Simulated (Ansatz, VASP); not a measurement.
# MgVOF2: VASP beside Ansatz

The input INCAR:

```
ALGO = Normal ; EDIFF = 1E-7
ENCUT = 520 ; GGA = PE
ISIF = 2 ; ISMEAR = -1
ISPIN = 2 ; LASPH = T
LCHARG = T ; LELF = T
LMAXMIX = 4 ; LORBIT = 11
LREAL = F ; LVHAR = T
LWAVE = F ; MAGMOM = 2 0 0 0 0
NBANDS = 30 ; NELM = 100
PREC = Accurate ; SIGMA = 0.05
```

Contents of KPOINTS:

```
k-points
0
Gamma
  7 7 8
```

POSCAR

```
MgVOF2
1.0
    4.8040075024     -2.0760134098      0.0000000000
    4.8040075024      2.0760134098      0.0000000000
   -0.0643708854      0.0000000000      3.4493468529
V Mg F O
1 1 2 1
Direct
    0.9796331700      0.9796331700      0.0070732300
    0.6370641800      0.6370641800      0.5168424700
    0.1234130900      0.1234130900      0.5158499700
    0.8407057700      0.8407057700      0.4996860200
    0.5385158700      0.5385158700      0.0119623000
```

The input input.yaml:

```yaml
crystal:
  lattice:
    - [4.8040075024, -2.0760134098, 0.0]
    - [4.8040075024, 2.0760134098, 0.0]
    - [-0.0643708854, 0.0, 3.4493468529]
  atoms:
    - { symbol: V, position: [0.97963317, 0.97963317, 0.00707323], spin: 2.0 }
    - { symbol: Mg, position: [0.63706418, 0.63706418, 0.51684247] }
    - { symbol: F, position: [0.12341309, 0.12341309, 0.51584997] }
    - { symbol: F, position: [0.84070577, 0.84070577, 0.49968602] }
    - { symbol: O, position: [0.53851587, 0.53851587, 0.0119623] }
hamiltonian:
  xc: pbe
  pseudopotentials: { kind: paw }
magnetization:
  spin_polarized: true
kpoints:
  mp_grid: { grid: [7, 7, 8] }
scf:
  occupations: { method: fermi_dirac, width: 0.05 }
output:
  forces: true
  stress: true
  eigenvalues: true
```

The cell comes from a database or a generator and needn't be the stable form of this composition.

Alike in both runs: task single point; functional PBE; k mesh 7 × 7 × 8; occupations fermi-dirac, width 0.05 eV; collinear spin, ferromagnetic start.

```csv
,VASP,Ansatz
version,VASP 6.6.1,Ansatz 0.2.0
potentials or method,"VASP PAW PBE potentials, release 64 (V_sv, Mg, F, O)",Ansatz PAW
plane-wave cutoff (eV),520,420
valence electrons in the cell,35,43
```

```tsv
	VASP	Ansatz	Ansatz less VASP
gap on the k mesh at the Fermi level (eV)	none	none	-
pressure (GPa)	-2.6	-2.4	+0.19
largest component of the traceless stress (GPa)	0.80	0.75	-0.056
rms of the force components (eV/Å)	0.092	0.106	+0.0138
net moment per atom (μB)	0.60	0.60	0.000
size of the moment on the site where the two differ most (μB)	2.65	2.26	-0.392
```

Site moments also hang on the region over which each program counts them. Atom by atom the forces differ by 0.015 eV/Å (rms over components). A gap of «none» marks a metal or a gap that the smearing closes. With one functional, cell and mesh, what is left measures potentials, basis and numerics. The two sets of potentials don't hold the same shells in valence.

Caveats: semilocal functionals often make such compounds metallic where correlation or magnetic order opens a gap, which also shifts bond lengths; the pressure holds a Pulay correction of +0.5 GPa for the finite cutoff (Ansatz). With open d or f shells a metallic result of PBE can be an artefact of self-interaction; +U or a hybrid may open a gap.
